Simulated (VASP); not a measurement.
All values below come from PBE GGA, VASP's PBE PAW potentials (set 64) (plane waves; VASP).

VASP input:

### POSCAR
```
Ru3C
1
    0.0000000000     3.1497990000     3.1497990000
    3.1497990000     0.0000000000     3.1497990000
    3.1497990000     3.1497990000     0.0000000000
C Ru
1 3
Direct
  0.0000000000   0.0000000000   0.0000000000
  0.5000000000   0.5000000000   0.5000000000
  0.2500000000   0.2500000000   0.2500000000
  0.7500000000   0.7500000000   0.7500000000
```

**INCAR**
```
ALGO  =  Normal
EDIFF  =  1E-6
ENCUT  =  400
GGA  =  PE
ISIF  =  2
ISMEAR  =  0
LASPH  =  .TRUE.
LCHARG  =  .FALSE.
LMAXMIX  =  4
LREAL  =  .FALSE.
LWAVE  =  .FALSE.
NELM  =  100
PREC  =  Accurate
SIGMA  =  0.05
SYSTEM  =  Ru3C
```

**KPOINTS**
```
Regular mesh
0
G
6 6 6
```

POTCAR, in this order: C Ru_pv (PBE.64 set). Program: vasp_std.

Output

### OSZICAR
```
       N       E                     dE             d eps       ncg     rms          rms(c)
DAV:   1     0.417345113442E+03    0.41735E+03   -0.25262E+04   880   0.148E+03
DAV:   2    -0.140224735001E+02   -0.43137E+03   -0.42306E+03   903   0.466E+02
DAV:   3    -0.319585798615E+02   -0.17936E+02   -0.16933E+02  1260   0.792E+01
DAV:   4    -0.323324561540E+02   -0.37388E+00   -0.36805E+00  1074   0.971E+00
DAV:   5    -0.323435315892E+02   -0.11075E-01   -0.10105E-01  1130   0.150E+00    0.143E+01
DAV:   6    -0.320856171766E+02    0.25791E+00   -0.37391E+01  1199   0.370E+01    0.138E+01
DAV:   7    -0.312367717970E+02    0.84885E+00   -0.26008E+01  1166   0.265E+01    0.108E+01
DAV:   8    -0.299512293495E+02    0.12855E+01   -0.56018E+00  1206   0.143E+01    0.258E+00
DAV:   9    -0.299118652174E+02    0.39364E-01   -0.44694E-01  1029   0.450E+00    0.101E+00
DAV:  10    -0.299075099829E+02    0.43552E-02   -0.28988E-02  1219   0.142E+00    0.474E-01
DAV:  11    -0.299074057451E+02    0.10424E-03   -0.21294E-03  1011   0.416E-01    0.485E-02
DAV:  12    -0.299073890373E+02    0.16708E-04   -0.18743E-04  1227   0.726E-02    0.175E-02
DAV:  13    -0.299073885388E+02    0.49841E-06   -0.11444E-05  1009   0.244E-02    0.853E-03
DAV:  14    -0.299073876891E+02    0.84973E-06   -0.39297E-06   920   0.176E-02
   1 F= -.29907388E+02 E0= -.29905247E+02  d E =-.428197E-02
```

### OUTCAR
```
------------------------ aborting loop because EDIFF is reached ----------------------------------------
  FORCE on cell =-STRESS in cart. coord.  units (eV):
  Direction    XX          YY          ZZ          XY          YZ          ZX
  --------------------------------------------------------------------------------------
  Total      -14.4556743    -14.4556743    -14.4556743      0.0000000      0.0000000     -0.0000000
  in kB     -370.5701367   -370.5701367   -370.5701367      0.0000000      0.0000000     -0.0000000
  external PRESSURE =    -370.5701367 kB  Pullay stress =       0.0000000 kB
  volume of cell :       62.50
      direct lattice vectors                 reciprocal lattice vectors
     0.000000000  3.149799000  3.149799000    -0.158740288  0.158740288  0.158740288
     3.149799000  0.000000000  3.149799000     0.158740288 -0.158740288  0.158740288
     3.149799000  3.149799000  0.000000000     0.158740288  0.158740288 -0.158740288
 POSITION                                       TOTAL-FORCE (eV/Angst)
 -----------------------------------------------------------------------------------
      0.00000      0.00000      0.00000        -0.000000      0.000000     -0.000000
      3.14980      3.14980      3.14980        -0.000000      0.000000     -0.000000
      1.57490      1.57490      1.57490         0.000000      0.000000      0.000000
      4.72470      4.72470      4.72470        -0.000000     -0.000000      0.000000
 -----------------------------------------------------------------------------------
    total drift:                                0.000000     -0.000000      0.000000
  FREE ENERGIE OF THE ION-ELECTRON SYSTEM (eV)
  ---------------------------------------------------
  free  energy   TOTEN  =       -29.9073876891 eV

  energy  without entropy=      -29.9031057171  energy(sigma->0) =      -29.90524670
```
(Selected blocks of OUTCAR.)

File OUTCAR:
```
 val. band max:        8.1638308404   @ k =   0.1667   0.1667   0.0000

 cond. band min:       8.2538761481   @ k =   0.5000   0.1667   0.0000


 Fermi energy:         8.1988888251

 k-point     1 :       0.0000    0.0000    0.0000
  band No.  band energies     occupation
      1     -34.7094      2.00000
      2     -34.7094      2.00000
      3     -34.7094      2.00000
      4     -34.7065      2.00000
      5     -34.7065      2.00000
      6     -34.7065      2.00000
      7     -34.2902      2.00000
      8     -34.2902      2.00000
      9     -34.2902      2.00000
     10      -2.2797      2.00000
     11       4.0864      2.00000
     12       4.0864      2.00000
     13       4.1385      2.00000
     14       4.1385      2.00000
     15       4.1385      2.00000
     16       5.5841      2.00000
     17       5.5841      2.00000
     18       5.5841      2.00000
     19       5.9662      2.00000
     20       8.3185      0.00072
     21       8.3185      0.00072
     22       8.3185      0.00072
     23       8.4623      0.00000
     24       8.4623      0.00000
     25       8.5318      0.00000
     26       8.5318      0.00000
     27       9.7066      0.00000

 k-point     2 :       0.1667    0.0000    0.0000
  band No.  band energies     occupation
      1     -34.7511      2.00000
      2     -34.7373      2.00000
      3     -34.7373      2.00000
      4     -34.6840      2.00000
      5     -34.6840      2.00000
      6     -34.6563      2.00000
      7     -34.3006      2.00000
      8     -34.2852      2.00000
      9     -34.2852      2.00000
     10      -2.1087      2.00000
     11       3.6736      2.00000
     12       3.8863      2.00000
     13       3.8863      2.00000
     14       4.6192      2.00000
     15       4.6192      2.00000
     16       5.5162      2.00000
     17       5.5505      2.00000
     18       5.5505      2.00000
     19       6.9220      2.00000
     20       7.4100      2.00000
     21       7.7607      2.00000
...
```

At this cut-off the stress carries a Pulay error, which pulls relaxed volumes low.

The structure was generated: Ru3C was put into the D03 type (Fm-3m), which need not be its known phase. The cell was not relaxed at this level. The run is one of a series of settings (ENCUT = 400 against the base run), some of them coarse on purpose.
